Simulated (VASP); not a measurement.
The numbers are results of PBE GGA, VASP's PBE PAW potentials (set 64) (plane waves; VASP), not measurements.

Input for VASP

### INCAR
```
SYSTEM = WS2
PREC = Accurate
ENCUT = 500
EDIFF = 1E-6
NELM = 100
ALGO = Normal
LREAL = .FALSE.
LASPH = .TRUE.
ISMEAR = 0
SIGMA = 0.05
GGA = PE
LMAXMIX = 6
LWAVE = .FALSE.
LCHARG = .FALSE.
IBRION = 2
ISIF = 3
NSW = 40
EDIFFG = -0.02
PSTRESS = 200
```

POSCAR:
```
WS2
1
    1.5271879578    -2.6451670110    -0.0000000000
    1.5271879578     2.6451670110     0.0000000000
    0.0000000000     0.0000000000    11.1868532112
W S
2 4
Direct
  0.3333330000   0.6666670000   0.2500000000
  0.6666670000   0.3333330000   0.7500000000
  0.3333330000   0.6666670000   0.8916402293
  0.6666670000   0.3333330000   0.3916402293
  0.6666670000   0.3333330000   0.1083597707
  0.3333330000   0.6666670000   0.6083597707
```

KPOINTS:
```
Automatic
0
G
  8 8 2
```

POTCAR, in this order: W_sv S (PBE.64 set). Program: vasp_std.

Output

OSZICAR:
```
       N       E                     dE             d eps       ncg     rms          rms(c)
DAV:   1     0.521409610865E+03    0.52141E+03   -0.28540E+04  1360   0.168E+03
DAV:   2    -0.147101243669E+02   -0.53612E+03   -0.52584E+03  1453   0.464E+02
DAV:   3    -0.477177112591E+02   -0.33008E+02   -0.32769E+02  1537   0.104E+02
DAV:   4    -0.485495813280E+02   -0.83187E+00   -0.82832E+00  1515   0.164E+01
DAV:   5    -0.485705408518E+02   -0.20960E-01   -0.20951E-01  1568   0.257E+00    0.437E+01
DAV:   6    -0.465532147743E+02    0.20173E+01   -0.10358E+01  1450   0.196E+01    0.197E+01
DAV:   7    -0.463582157985E+02    0.19500E+00   -0.36723E+00  1467   0.880E+00    0.648E+00
DAV:   8    -0.462275640965E+02    0.13065E+00   -0.74754E-01  1522   0.504E+00    0.267E+00
DAV:   9    -0.462308204895E+02   -0.32564E-02   -0.69128E-02  1579   0.135E+00    0.134E+00
DAV:  10    -0.462267896148E+02    0.40309E-02   -0.39189E-02  1537   0.122E+00    0.343E-01
DAV:  11    -0.462266004308E+02    0.18918E-03   -0.31764E-03  1489   0.351E-01    0.885E-02
DAV:  12    -0.462265862007E+02    0.14230E-04   -0.23217E-04  1532   0.993E-02    0.563E-02
DAV:  13    -0.462265974175E+02   -0.11217E-04   -0.27569E-05  1451   0.326E-02    0.213E-02
DAV:  14    -0.462265959102E+02    0.15073E-05   -0.39820E-06  1245   0.123E-02    0.119E-02
DAV:  15    -0.462265957143E+02    0.19592E-06   -0.23352E-06  1120   0.923E-03
   1 F= -.34944158E+02 E0= -.34944158E+02  d E =-.349442E+02
```

### OUTCAR
```
------------------------ aborting loop because EDIFF is reached ----------------------------------------
  FORCE on cell =-STRESS in cart. coord.  units (eV):
  Direction    XX          YY          ZZ          XY          YZ          ZX
  --------------------------------------------------------------------------------------
  Total       11.3321326     11.3321316     11.3258912      0.0000000      0.0000000      0.0000000
  in kB      200.8809287    200.8809098    200.7702889      0.0000000      0.0000000      0.0000000
  external PRESSURE =       0.8440425 kB  Pullay stress =     200.0000000 kB
  volume of cell :       90.38
      direct lattice vectors                 reciprocal lattice vectors
     1.527187958 -2.645167011  0.000000000     0.327399124 -0.189023981  0.000000000
     1.527187958  2.645167011  0.000000000     0.327399124  0.189023981  0.000000000
     0.000000000  0.000000000 11.186853211     0.000000000  0.000000000  0.089390643
 POSITION                                       TOTAL-FORCE (eV/Angst)
 -----------------------------------------------------------------------------------
      1.52719      0.88172      2.79671         0.000000     -0.000000      0.000000
      1.52719     -0.88172      8.39014        -0.000000      0.000000      0.000000
      1.52719      0.88172      9.97465        -0.000000      0.000000     -0.004773
      1.52719     -0.88172      4.38122        -0.000000     -0.000000     -0.004773
      1.52719     -0.88172      1.21220         0.000000      0.000000      0.004773
      1.52719      0.88172      6.80563        -0.000000     -0.000000      0.004773
 -----------------------------------------------------------------------------------
    total drift:                                0.000000      0.001068     -0.000034
  FREE ENERGIE OF THE ION-ELECTRON SYSTEM (eV)
  ---------------------------------------------------
  free  energy   TOTEN  =       -46.2265957143 eV

  energy  without entropy=      -46.2265957143  energy(sigma->0) =      -46.22659571
  enthalpy is  TOTEN    =       -34.9441581951 eV   P V=       11.2824375191

 reached required accuracy - stopping structural energy minimisation
```
(Selected blocks of OUTCAR.)

Without a dispersion term in the relaxation, distances and binding between the weakly bound layers, chains or molecules are unreliable, and so is what depends on them.

The compound is WS2 in the 2H layered structure. It was relaxed first under an external pressure of 20 GPa.
